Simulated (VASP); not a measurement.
Crystal: PIr.

```xyz
2
Lattice="0.0000 2.4648 2.4648 2.4648 0.0000 2.4648 2.4648 2.4648 0.0000" Properties=species:S:1:pos:R:3 pbc="T T T"
Ir    0.0000    0.0000    0.0000
P     2.4648    2.4648    2.4648
```

The cell comes from a database or a generator and needn't be the stable form of this composition.

Base run:

- Program: VASP 6.6.1
- Functional: PBE
- Potentials or basis: VASP PAW PBE potentials, release 64 (Ir, P)
- Cutoff: 520 eV
- k mesh: 13 × 13 × 13
- Occupations: fermi-dirac, width 0.05 eV
- Spin: no spin polarisation

Its results: band gap on the k mesh none (metal or under the smearing width); pressure 0.4 GPa.

Q: The run is repeated on the same cell with these changes: functional from PBE to PBEsol; further incar settings from ALGO = Fast; EDIFF = 1e-08; NBANDS = 14 to ALGO = Normal; EDIFF = 1e-08; NBANDS = 14. What comes out?

A: Band gap on the k mesh none (metal or under the smearing width); pressure -6.0 GPa.

Caveats: the PAW data sets were made with another functional, which shifts forces and pressure a little (some runs).

Not every run made on this cell is shown here.
